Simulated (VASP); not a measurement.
An input for Quantum ESPRESSO's pw.x (written as the equivalent of a VASP run, and not itself run):

```
&CONTROL
  calculation = 'vc-relax'
  pseudo_dir = './pseudo'
  outdir = './out'
  tprnfor = .true.
  tstress = .true.
  nstep = 40
  forc_conv_thr = 0.00078
/
&SYSTEM
  ibrav = 0
  nat = 3
  ntyp = 2
  ecutwfc = 84
  occupations = 'smearing'
  smearing = 'gaussian'
  degauss = 0.003675
  input_dft = 'pz'
/
&ELECTRONS
  conv_thr = 7.3e-08
  electron_maxstep = 100
/
&IONS
/
&CELL
  press = 450
/
ATOMIC_SPECIES
  Li 6.940 Li.upf
  O 15.999 O.upf
CELL_PARAMETERS angstrom
     0.0000000    2.0923213    2.0923213
     2.0923213    0.0000000    2.0923213
     2.0923213    2.0923213    0.0000000
ATOMIC_POSITIONS crystal
  Li   0.2500000  0.2500000  0.2500000
  Li   0.7500000  0.7500000  0.7500000
  O    0.0000000  0.0000000  0.0000000
K_POINTS automatic
  9 9 9 0 0 0
```

Question: Translate this input to VASP (INCAR, KPOINTS, POSCAR, choice of POTCAR).

Answer: Several could match; the one computed here: 
POSCAR:
```
Li2O
1.0
  0.0000000000   2.0923213435   2.0923213435
  2.0923213435   0.0000000000   2.0923213435
  2.0923213435   2.0923213435   0.0000000000
Li O
2 1
direct
  0.2500000000   0.2500000000   0.2500000000
  0.7500000000   0.7500000000   0.7500000000
  0.0000000000   0.0000000000   0.0000000000
```

### INCAR
```
SIGMA = 0.05   ! width (eV)
EDIFF = 1E-6   ! SCF stop (eV)
EDIFFG = -0.02
NELM = 100
IBRION = 2   ! conjugate gradients
LREAL = .False.
ISMEAR = 0   ! Gaussian
PSTRESS = 450
ISIF = 3   ! ions, shape and volume
ALGO = Normal
LWAVE = .False.
LASPH = .True.
NSW = 40   ! most ionic steps
SYSTEM = Li2O
PREC = Accurate
LCHARG = .False.
ENCUT = 620   ! plane-wave cut-off (eV)
```

KPOINTS:
```
Automatic mesh
0
G
 9 9 9
0 0 0
```

POTCAR, in this order: Li_sv O (LDA.64 set). Program: vasp_std.

Limits of the translation: the potentials are each code's own (VASP's PAW set, PseudoDojo norm-conserving files in pw.x), so ENCUT and ecutwfc are chosen apart and not converted; conv_thr bounds pw.x's estimated SCF error, while EDIFF bounds the energy change between steps; forc_conv_thr acts on force components and is met together with etot_conv_thr.

The compound is Li2O in the antifluorite structure. This run relaxes it under an external pressure of 45 GPa. Symmetry was kept, so distortions that lower it aren't found.
